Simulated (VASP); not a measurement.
A run of VASP 6.6.1 is set up as follows.

POSCAR

```
SO                                      
1.0
    9.0000000000      0.0000000000      0.0000000000
    0.0000000000      9.5000000000      0.0000000000
    0.0000000000      0.0000000000     10.0000000000
  S               O             
     1     1
Direct
     0.4999999999763425    0.5000000000066588    0.4287101909931427
     0.5000000000236575    0.4999999999933411    0.5712898090068571
```

INCAR.step1

```
PREC     = Accurate       # precision mode
ENCUT    = 520            # plane-wave cutoff, eV
EDIFF    = 1E-5           # SCF threshold, eV
ISMEAR   = 0              # smearing method
SIGMA    = 0.01           # smearing width, eV
LREAL    = F              # projectors in reciprocal space
LASPH    = T              # aspherical terms in the spheres
NELM     = 80             # most SCF steps
ALGO     = Normal         # electronic algorithm
ISIF     = 2              # what is computed and relaxed
LWAVE    = T              # write WAVECAR
LCHARG   = F              # write CHGCAR
ISPIN    = 2              # spin polarisation
MAGMOM   = 1 1            # initial moments
LORBIT   = 11             # projections on sites
NUPDOWN  = 2              # fixed moment
LDMATRIX = T            
NGYROMAG = 3.2717 -5.7742
LEFG     = T            
QUAD_EFG = -67.8 -25.58 
ISYM     = 0            
NCORE    = 2            
GGA      = PE             # functional
```

INCAR.step2

```
PREC     = Accurate       # precision mode
ENCUT    = 520            # plane-wave cutoff, eV
EDIFF    = 1E-8           # SCF threshold, eV
ISMEAR   = 0              # smearing method
SIGMA    = 0.01           # smearing width, eV
LREAL    = F              # projectors in reciprocal space
LASPH    = T              # aspherical terms in the spheres
NELM     = 80             # most SCF steps
ALGO     = Normal         # electronic algorithm
ISIF     = 2              # what is computed and relaxed
LWAVE    = F              # write WAVECAR
LCHARG   = F              # write CHGCAR
ISPIN    = 2              # spin polarisation
MAGMOM   = 1 1            # initial moments
LORBIT   = 11             # projections on sites
NUPDOWN  = 2              # fixed moment
GGA      = PE             # functional
LHFCALC  = T              # exact exchange
AEXX     = 1.0            # exact-exchange fraction
ALDAC    = 0.0          
AGGAC    = 0.0          
PRECFOCK = Normal       
LHYPERFINE= T            
LDMATRIX = T            
NGYROMAG = 3.2717 -5.7742
LEFG     = T            
QUAD_EFG = -67.8 -25.58 
ISYM     = 0            
NCORE    = 2            
ISTART   = 1
```

The input KPOINTS:

```
Automatic mesh
0
Gamma
  1 1 1
```

Potentials or basis: VASP PAW PBE potentials, release 64 (S, O).

Command:

```console
$ cat potpaw_PBE.64/S/POTCAR potpaw_PBE.64/O/POTCAR > POTCAR
$ cp INCAR.step1 INCAR
$ mpirun -np 4 vasp_std > vasp.out
$ cp INCAR.step2 INCAR
$ mpirun -np 4 vasp_std > vasp.out
```

(1) Predict the largest force.

## Answers

(1) 0.011 eV/Å.

Caveat: the PAW data sets were made with another functional, which shifts forces and pressure a little; the total moment is fixed, so each spin has its own Fermi level.
